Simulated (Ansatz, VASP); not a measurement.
## Two plane-wave programs on NaLu

```
CELL_PARAMETERS angstrom
0.00000 3.16732 3.16732
3.16732 0.00000 3.16732
3.16732 3.16732 0.00000
ATOMIC_POSITIONS crystal
Na 0.50000 0.50000 0.50000
Lu 0.00000 0.00000 0.00000
```

Change from the starting cell: species swapped into the ScAs type (Fm-3m, No. 225).

Alike in both runs: functional PBE; k mesh 6 × 6 × 6; occupations gaussian, width 0.1 eV; no spin polarisation.

Ansatz relaxed the structure, and its values are those at the end. VASP's run is a single point on that final structure, the one shown.

|  | VASP | Ansatz |
| --- | --- | --- |
| version | VASP 6.6.1 | Ansatz 0.2.0 |
| potentials or method | VASP PAW PBE potentials, release 64 (Na_pv, Lu) | scalar-relativistic, plane waves, PAW |
| plane-wave cutoff (eV) | 520 | 420 |
| valence electrons in the cell | 32 | 34 |

```tsv
	VASP	Ansatz	Ansatz less VASP
gap on the k mesh at the Fermi level (eV)	none	none	-
pressure (GPa)	0.2	0.1	-0.01
```

A gap of «none» marks a metal or a gap that the smearing closes. The two sets of potentials don't hold the same shells in valence.

Spin-orbit coupling is left out, which matters for the levels of Lu.
